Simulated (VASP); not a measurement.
Given:

```yaml
crystal:
  lattice:
    - [4.97157, 0.00000, 0.00000]
    - [0.00000, 4.97157, 0.00000]
    - [0.00000, 0.00000, 6.90091]
  atoms:
    - { symbol: Si, position: [0.30387, 0.30387, 0.00000] }
    - { symbol: Si, position: [0.80387, 0.19613, 0.75000] }
    - { symbol: Si, position: [0.19613, 0.80387, 0.25000] }
    - { symbol: Si, position: [0.69613, 0.69613, 0.50000] }
    - { symbol: O, position: [0.23804, 0.11163, 0.18248] }
    - { symbol: O, position: [0.73804, 0.38837, 0.56752] }
    - { symbol: O, position: [0.26196, 0.61163, 0.06752] }
    - { symbol: O, position: [0.76196, 0.88837, 0.68248] }
    - { symbol: O, position: [0.88837, 0.76196, 0.31752] }
    - { symbol: O, position: [0.38837, 0.73804, 0.43248] }
    - { symbol: O, position: [0.61163, 0.26196, 0.93248] }
    - { symbol: O, position: [0.11163, 0.23804, 0.81752] }
```

Computed with r2SCAN meta-GGA, VASP's PBE PAW potentials (set 64) (plane waves; VASP). Numerical set-up: 520 eV cut-off, 5×5×4 Γ-centred mesh, tetrahedra with Blöchl corrections, potentials Si O.

Give the energies of bands 21 to 34 at the high-symmetry points, in eV from the valence-band maximum.

```csv
band,Γ,X,M,Z,R,A
21,-2.31,-2.22,-2.52,-2.10,-2.26,-2.27
22,-2.01,-2.22,-2.52,-2.10,-2.26,-2.27
23,-1.79,-2.04,-2.28,-1.91,-1.97,-2.27
24,-1.77,-2.04,-2.28,-1.91,-1.97,-2.27
25,-1.77,-1.60,-1.36,-1.90,-1.71,-1.36
26,-1.32,-1.60,-1.36,-1.90,-1.71,-1.36
27,-1.32,-1.01,-1.33,-0.86,-1.01,-1.36
28,-1.29,-1.01,-1.33,-0.86,-1.01,-1.36
29,-0.69,-0.65,-0.60,-0.55,-0.94,-0.61
30,-0.32,-0.65,-0.60,-0.55,-0.94,-0.61
31,-0.32,-0.50,-0.54,-0.39,-0.18,-0.61
32,0.00,-0.50,-0.54,-0.39,-0.18,-0.61
33,6.35,8.48,9.46,7.65,8.91,9.98
34,9.63,8.48,9.46,7.65,8.91,9.98
```

The gap is direct, 6.35 eV, from the valence maximum at Γ to the conduction minimum at Γ.

The compound is SiO2 in the cristobalite structure. It was relaxed first.
